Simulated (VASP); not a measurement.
## RhAl (relaxed from the NiAs type structure, space group P6_3/mmc): computed properties

All values below come from PBE GGA, VASP's PBE PAW potentials (set 64) (plane waves; VASP).

space group: P6_3/mmc (194)
cell: a = 2.919 Å, b = 2.919 Å, c = 7.715 Å, α = 90.00°, β = 90.00°, γ = 120.00°
volume per atom: 14.24 Å³/atom
band gap (over mesh and band path): none (metal, semimetal or under 0.01 eV)
density: 7.58 g/cm³

AlRh is taken in the hexagonal space group P6₃/mmc (No. 194), the NiAs type structure, Pearson symbol hP4. Conventional cell: a = b = 2.9194 Å, c = 7.7147 Å, α = β = 90.00°, γ = 120.00°. Rh on 2a is surrounded by 6 Al at 2.561 Å and 6 Rh at 2.919 Å. Al on 2c is coordinated by 6 Rh at 2.561 Å. (Neighbours: up to the widest gap in distance over summed covalent radii, below 1.35, at either atom.)

The structure was generated: RhAl was put into the NiAs type type (P6_3/mmc), which need not be its known phase. It was relaxed first, which changed the volume by -36 %. Symmetry was kept, so distortions that lower it aren't found.
